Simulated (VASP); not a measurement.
Here is the system:

```yaml
crystal:
  lattice:
    - [1.78518, -3.09203, 0.00000]
    - [1.78518, 3.09203, 0.00000]
    - [0.00000, 0.00000, 5.55812]
  atoms:
    - { symbol: Tb, position: [0.33333, 0.66667, 0.25000] }
    - { symbol: Tb, position: [0.66667, 0.33333, 0.75000] }
```

Calculation: PBE GGA with D3 dispersion (zero damping), VASP's PBE PAW potentials (set 64) (plane waves; VASP). Settings: 520 eV cut-off, Gaussian smearing of 0.050 eV, potentials Tb_3.

The 4f electrons are frozen in the core of the lanthanide potential, so 4f levels, which can set the real gap, and their magnetism are missing.

Q: Give the energies of bands 7 to 12 at the high-symmetry points, in eV from the Fermi level.

A: 
```json
[
 {"band": "7", "Γ": "-5.01", "M": "-1.86", "K": "-1.07", "A": "-3.35", "L": "-1.98", "H": "-0.62"},
 {"band": "8", "Γ": "-2.22", "M": "-1.55", "K": "-0.65", "A": "-3.35", "L": "-1.98", "H": "-0.62"},
 {"band": "9", "Γ": "1.63", "M": "-1.07", "K": "-0.65", "A": "1.00", "L": "-0.02", "H": "-0.41"},
 {"band": "10", "Γ": "1.75", "M": "0.25", "K": "-0.36", "A": "1.00", "L": "-0.02", "H": "-0.41"},
 {"band": "11", "Γ": "1.75", "M": "1.40", "K": "1.19", "A": "1.64", "L": "1.91", "H": "0.67"},
 {"band": "12", "Γ": "2.20", "M": "1.69", "K": "1.19", "A": "1.64", "L": "1.91", "H": "0.67"}
]
```

It has no gap at this level: it comes out as a metal or semimetal.

The compound is Tb in the hcp structure. It was relaxed first.
